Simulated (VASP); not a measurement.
Computed with PBE GGA, VASP's PBE PAW potentials (set 64) (plane waves; VASP 6.6.1).

The input files of a VASP run:

File POSCAR:
```
SnO2
1
    4.8242507178     0.0000000000     0.0000000000
   -0.0000000000     4.8242507178     0.0000000000
    0.0000000000     0.0000000000     3.2466652058
Sn O
2 4
Direct
  1.0000000000   0.0000000000   1.0000000000
  0.5000000000   0.5000000000   0.5000000000
  0.3065373553   0.3065373553   0.0000000000
  0.8065373553   0.1934626447   0.5000000000
  0.1934626447   0.8065373553   0.5000000000
  0.6934626447   0.6934626447   1.0000000000
```

### KPOINTS
```
kpoints
0
Gamma
4 4 6
0 0 0
```

INCAR:
```
SYSTEM  =  SnO2
SIGMA  =  0.05
IBRION  =  2
GGA  =  PE   # PBE
PREC  =  Accurate
ISIF  =  3   # ions, shape and volume
ISMEAR  =  0   # Gaussian
LREAL  =  .FALSE.
NSW  =  60   # most ionic steps
LCHARG  =  .FALSE.
EDIFFG  =  -0.02   # ionic stop
ENCUT  =  520   # plane-wave cut-off (eV)
LMAXMIX  =  4
LWAVE  =  .FALSE.
EDIFF  =  1E-6   # SCF stop (eV)
NELM  =  100
ALGO  =  Normal   # blocked Davidson
LASPH  =  .TRUE.   # aspherical one-centre terms
```

POTCAR, in this order: Sn_d O (PBE.64 set). Program: vasp_std.

Output of the run:

OSZICAR:
```
       N       E                     dE             d eps       ncg     rms          rms(c)
DAV:   1     0.655407952418E+03    0.65541E+03   -0.26296E+04  1601   0.258E+03
DAV:   2     0.575138811356E+02   -0.59789E+03   -0.57864E+03  1678   0.686E+02
DAV:   3    -0.385216877487E+02   -0.96036E+02   -0.94554E+02  1747   0.228E+02
DAV:   4    -0.432930985127E+02   -0.47714E+01   -0.47556E+01  1755   0.566E+01
DAV:   5    -0.434450248724E+02   -0.15193E+00   -0.15189E+00  1914   0.102E+01    0.156E+01
DAV:   6    -0.372353075063E+02    0.62097E+01   -0.25430E+01  2342   0.720E+01    0.569E+00
DAV:   7    -0.373400914788E+02   -0.10478E+00   -0.20477E+00  1635   0.856E+00    0.324E+00
DAV:   8    -0.373239875770E+02    0.16104E-01   -0.31159E-01  2164   0.515E+00    0.786E-01
DAV:   9    -0.373087751798E+02    0.15212E-01   -0.87317E-02  2355   0.384E+00    0.146E-01
DAV:  10    -0.373095447109E+02   -0.76953E-03   -0.57832E-03  2060   0.720E-01    0.447E-02
DAV:  11    -0.373096198933E+02   -0.75182E-04   -0.29428E-04  2377   0.182E-01    0.204E-02
DAV:  12    -0.373096232909E+02   -0.33976E-05   -0.19464E-05  1757   0.359E-02    0.142E-02
DAV:  13    -0.373096194374E+02    0.38535E-05   -0.15322E-05  1894   0.486E-02    0.254E-03
DAV:  14    -0.373096197204E+02   -0.28299E-06   -0.11291E-06  1082   0.912E-03
   1 F= -.37309620E+02 E0= -.37309620E+02  d E =-.373096E+02
       N       E                     dE             d eps       ncg     rms          rms(c)
DAV:   1    -0.373127264653E+02   -0.31070E-02   -0.89465E-02  2032   0.397E+00    0.360E-01
DAV:   2    -0.373104610502E+02    0.22654E-02   -0.75158E-03  2094   0.938E-01    0.142E-01
DAV:   3    -0.373099114537E+02    0.54960E-03   -0.10677E-03  2132   0.661E-01    0.468E-02
DAV:   4    -0.373098414950E+02    0.69959E-04   -0.21866E-04  2277   0.261E-01    0.969E-03
DAV:   5    -0.373098377488E+02    0.37462E-05   -0.61116E-05  1954   0.808E-02    0.536E-03
DAV:   6    -0.373098365644E+02    0.11844E-05   -0.21675E-06  1226   0.168E-02    0.238E-03
DAV:   7    -0.373098364737E+02    0.90732E-07   -0.12767E-06   953   0.109E-02
   2 F= -.37309836E+02 E0= -.37309836E+02  d E =-.216753E-03
       N       E                     dE             d eps       ncg     rms          rms(c)
DAV:   1    -0.373098756867E+02   -0.39122E-04   -0.11372E-03  1983   0.443E-01    0.404E-02
DAV:   2    -0.373098468263E+02    0.28860E-04   -0.94464E-05  2116   0.107E-01    0.161E-02
DAV:   3    -0.373098396616E+02    0.71646E-05   -0.13044E-05  1982   0.751E-02    0.524E-03
DAV:   4    -0.373098394578E+02    0.20385E-06   -0.23209E-06  1049   0.284E-02
   3 F= -.37309839E+02 E0= -.37309839E+02  d E =-.219737E-03
       N       E                     dE             d eps       ncg     rms          rms(c)
DAV:   1    -0.373098451671E+02   -0.55055E-05   -0.16049E-04  2073   0.161E-01    0.154E-02
DAV:   2    -0.373098412232E+02    0.39439E-05   -0.14008E-05  2023   0.401E-02    0.615E-03
DAV:   3    -0.373098401959E+02    0.10273E-05   -0.14360E-06   898   0.279E-02    0.220E-03
DAV:   4    -0.373098398494E+02    0.34653E-06   -0.76373E-07   905   0.113E-02
   4 F= -.37309840E+02 E0= -.37309840E+02  d E =-.220129E-03
       N       E                     dE             d eps       ncg     rms          rms(c)
DAV:   1    -0.373105467339E+02   -0.70654E-03   -0.40367E-02  1785   0.172E+00    0.171E-01
DAV:   2    -0.373101364663E+02    0.41027E-03   -0.17911E-03  1788   0.453E-01    0.976E-02
DAV:   3    -0.373098805786E+02    0.25589E-03   -0.45793E-04  2062   0.276E-01    0.163E-02
DAV:   4    -0.373098864635E+02   -0.58849E-05   -0.11078E-04  1551   0.853E-02    0.696E-03
DAV:   5    -0.373098867770E+02   -0.31342E-06   -0.28472E-06  1516   0.209E-02
   5 F= -.37309887E+02 E0= -.37309887E+02  d E =-.469276E-04
```

File OUTCAR:
```
------------------------ aborting loop because EDIFF is reached ----------------------------------------
  FORCE on cell =-STRESS in cart. coord.  units (eV):
  Direction    XX          YY          ZZ          XY          YZ          ZX
  --------------------------------------------------------------------------------------
  Total        0.0012713      0.0012713      0.0739850      0.0000000      0.0000000      0.0000000
  in kB        0.0269097      0.0269097      1.5660877      0.0000000      0.0000000      0.0000000
  external PRESSURE =       0.5399690 kB  Pullay stress =       0.0000000 kB
  volume of cell :       75.69
      direct lattice vectors                 reciprocal lattice vectors
     4.832715644 -0.000000000  0.000000000     0.206922996  0.000000000  0.000000000
    -0.000000000  4.832715644  0.000000000     0.000000000  0.206922996  0.000000000
     0.000000000  0.000000000  3.240827207     0.000000000  0.000000000  0.308563196
 POSITION                                       TOTAL-FORCE (eV/Angst)
 -----------------------------------------------------------------------------------
     -0.00000      0.00000      0.00000        -0.000000      0.000000      0.000000
      2.41636      2.41636      1.62041        -0.000000      0.000000      0.000000
      1.48164      1.48164      0.00000        -0.005301     -0.005301     -0.000000
      3.89800      0.93472      1.62041        -0.005301      0.005301      0.000000
      0.93472      3.89800      1.62041         0.005301     -0.005301     -0.000000
      3.35108      3.35108      3.24083         0.005301      0.005301      0.000000
 -----------------------------------------------------------------------------------
    total drift:                                0.000000     -0.000000     -0.000000
  FREE ENERGIE OF THE ION-ELECTRON SYSTEM (eV)
  ---------------------------------------------------
  free  energy   TOTEN  =       -37.3098867770 eV

  energy  without entropy=      -37.3098867770  energy(sigma->0) =      -37.30988678

 reached required accuracy - stopping structural energy minimisation
```
(Selected blocks of OUTCAR.)

**CONTCAR**
```
SnO2
   1.00000000000000
     4.8327156444406549   -0.0000000000000000    0.0000000000000000
    -0.0000000000000000    4.8327156444406549    0.0000000000000000
     0.0000000000000000    0.0000000000000000    3.2408272069482393
  Sn              O
     2     4
Direct
     0.0000000000000000    0.0000000000000000    0.0000000000000000
     0.5000000000000000    0.5000000000000000    0.5000000000000000
     0.3065850002046919    0.3065850002046919    0.0000000000000000
     0.8065850002046919    0.1934149997953081    0.5000000000000000
     0.1934149997953081    0.8065850002046919    0.5000000000000000
     0.6934149997953081    0.6934149997953081    1.0000000000000000
```

File OUTCAR:
```
 val. band max:        5.4982077700   @ k =   0.0000   0.0000   0.0000

 cond. band min:       6.1350272306   @ k =   0.0000   0.0000   0.0000


 Fermi energy:         5.7126825690

 k-point     1 :       0.0000    0.0000    0.0000
  band No.  band energies     occupation
      1     -15.5354      2.00000
      2     -14.8786      2.00000
      3     -14.6887      2.00000
      4     -14.6613      2.00000
      5     -14.6613      2.00000
      6     -14.5962      2.00000
      7     -14.5691      2.00000
      8     -14.5014      2.00000
      9     -14.4584      2.00000
     10     -14.4584      2.00000
     11     -13.1455      2.00000
     12     -11.4414      2.00000
     13     -11.4414      2.00000
     14      -9.9384      2.00000
     15      -2.4582      2.00000
     16       1.6064      2.00000
     17       1.6064      2.00000
     18       1.7309      2.00000
     19       2.6033      2.00000
     20       3.5080      2.00000
     21       3.5255      2.00000
     22       4.2411      2.00000
     23       4.2411      2.00000
     24       4.7593      2.00000
     25       4.7593      2.00000
     26       5.4982      2.00000
     27       6.1350      0.00000
     28      11.1596      0.00000
     29      11.5428      0.00000
     30      11.5428      0.00000
     31      15.5923      0.00000

 k-point     2 :       0.2500    0.0000    0.0000
  band No.  band energies     occupation
      1     -15.4530      2.00000
      2     -14.9753      2.00000
      3     -14.6868      2.00000
      4     -14.6583      2.00000
      5     -14.6582      2.00000
      6     -14.6455      2.00000
      7     -14.5580      2.00000
      8     -14.5100      2.00000
      9     -14.4620      2.00000
     10     -14.4618      2.00000
     11     -12.9590      2.00000
     12     -11.7851      2.00000
     13     -11.1549      2.00000
     14     -10.0711      2.00000
     15      -2.0515      2.00000
     16       0.6186      2.00000
     17       1.8774      2.00000
...
```

Unless said otherwise, spin-orbit coupling is left out, though it shifts the bands of the heavy elements here.

The compound is SnO2 in the rutile structure. This run relaxes it. Symmetry was kept, so distortions that lower it aren't found. The start is the result of an earlier pass.
